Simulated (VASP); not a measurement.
Consider the following.

```
CELL_PARAMETERS angstrom
      0.00000     1.97673     1.97673
      1.97673     0.00000     1.97673
      1.97673     1.97673     0.00000
ATOMIC_POSITIONS crystal
  Li 0.00000 0.00000 0.00000
  F  0.50000 0.50000 0.50000
```

The numbers are results of PBE GGA with D3 dispersion (Becke-Johnson damping), VASP's PBE PAW potentials (set 64) (plane waves; VASP), not measurements. Run with 520 eV cut-off, 11×11×11 Γ-centred mesh, Gaussian smearing of 0.050 eV, potentials Li_sv F.

Problem. Give the stress tensor in GPa (positive for a compressed cell).

Solution. 
```
2.39  0.00  0.00
0.00  2.39  0.00
0.00  0.00  2.39
```
The pressure is its mean diagonal, 2.39 GPa.

The compound is LiF in the rock salt structure. This cell is one point of a volume scan, at 0.97 of the reference volume.
